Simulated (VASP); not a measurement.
All values below come from PBE GGA, VASP's PBE PAW potentials (set 64) (plane waves; VASP).

Input for VASP

**INCAR**
```
! general
SYSTEM =WSi
PREC   =Accurate
ENCUT  =400
LREAL  =.FALSE.
LASPH  =.TRUE.

! electronic loop
EDIFF  =1E-7
NELM   =100
ALGO   =Normal
LMAXMIX=6

! smearing
ISMEAR =-5

! functional
GGA    =PE

! ions
ISIF   =2

! output
LWAVE  =.FALSE.
LCHARG =.TRUE.
LORBIT =11
NEDOS  =601
```

POSCAR:
```
WSi
1
    0.0000000000     2.7906649211     2.7906649211
    2.7906649211     0.0000000000     2.7906649211
    2.7906649211     2.7906649211     0.0000000000
W Si
1 1
Direct
  0.0000000000   0.0000000000   0.0000000000
  0.2500000000   0.2500000000   0.2500000000
```

KPOINTS:
```
Automatic mesh
0
Gamma
13 13 13
0 0 0
```

POTCAR, in this order: W_sv Si (PBE.64 set). Program: vasp_std.

The run wrote:

### OSZICAR
```
       N       E                     dE             d eps       ncg     rms          rms(c)
DAV:   1     0.910553634414E+02    0.91055E+02   -0.82259E+03  2200   0.115E+03
DAV:   2    -0.139131289749E+02   -0.10497E+03   -0.10247E+03  2604   0.297E+02
DAV:   3    -0.167639604547E+02   -0.28508E+01   -0.27917E+01  2682   0.466E+01
DAV:   4    -0.167997365089E+02   -0.35776E-01   -0.35752E-01  2434   0.576E+00
DAV:   5    -0.168003041447E+02   -0.56764E-03   -0.56748E-03  2659   0.772E-01    0.160E+01
DAV:   6    -0.154714171566E+02    0.13289E+01   -0.56883E+00  2369   0.187E+01    0.353E+00
DAV:   7    -0.154529896954E+02    0.18427E-01   -0.12939E-01  2414   0.320E+00    0.264E+00
DAV:   8    -0.154443903591E+02    0.85993E-02   -0.17757E-02  2479   0.116E+00    0.167E-01
DAV:   9    -0.154441535196E+02    0.23684E-03   -0.80291E-04  2494   0.234E-01    0.700E-02
DAV:  10    -0.154441650435E+02   -0.11524E-04   -0.16954E-04  2374   0.852E-02    0.447E-02
DAV:  11    -0.154441680322E+02   -0.29887E-05   -0.74287E-06  2589   0.218E-02    0.138E-02
DAV:  12    -0.154441677667E+02    0.26554E-06   -0.60470E-07  2399   0.577E-03    0.231E-03
DAV:  13    -0.154441674811E+02    0.28561E-06   -0.69543E-08  1322   0.175E-03    0.132E-03
DAV:  14    -0.154441673408E+02    0.14025E-06   -0.98314E-09  1177   0.964E-04    0.136E-04
DAV:  15    -0.154441673468E+02   -0.59244E-08   -0.10811E-09  1157   0.279E-04
   1 F= -.15444167E+02 E0= -.15444167E+02  d E =0.000000E+00
```

File OUTCAR:
```
------------------------ aborting loop because EDIFF is reached ----------------------------------------
  FORCE on cell =-STRESS in cart. coord.  units (eV):
  Direction    XX          YY          ZZ          XY          YZ          ZX
  --------------------------------------------------------------------------------------
  Total       -0.0189143     -0.0189143     -0.0189143      0.0000000      0.0000000      0.0000000
  in kB       -0.6971846     -0.6971846     -0.6971846      0.0000000      0.0000000      0.0000000
  external PRESSURE =      -0.6971846 kB  Pullay stress =       0.0000000 kB
  volume of cell :       43.47
      direct lattice vectors                 reciprocal lattice vectors
     0.000000000  2.790664921  2.790664921    -0.179168769  0.179168769  0.179168769
     2.790664921  0.000000000  2.790664921     0.179168769 -0.179168769  0.179168769
     2.790664921  2.790664921  0.000000000     0.179168769  0.179168769 -0.179168769
 POSITION                                       TOTAL-FORCE (eV/Angst)
 -----------------------------------------------------------------------------------
      0.00000      0.00000      0.00000         0.000000     -0.000000      0.000000
      1.39533      1.39533      1.39533        -0.000000      0.000000     -0.000000
 -----------------------------------------------------------------------------------
    total drift:                               -0.000000     -0.000000     -0.000000
  FREE ENERGIE OF THE ION-ELECTRON SYSTEM (eV)
  ---------------------------------------------------
  free  energy   TOTEN  =       -15.4441673468 eV

  energy  without entropy=      -15.4441673468  energy(sigma->0) =      -15.44416735

 total charge

# of ion       s       p       d       tot
------------------------------------------
    1        2.381   6.162   3.412  11.954
    2        0.797   1.005   0.000   1.801
--------------------------------------------------
tot          3.177   7.166   3.412  13.755
```
(Selected blocks of OUTCAR.)

For a metal the tetrahedron method with Blöchl corrections gives inexact stress and forces.

The structure was generated: WSi was put into the zinc blende type (F-43m), which need not be its known phase. It was relaxed first, which changed the volume by -31 %.
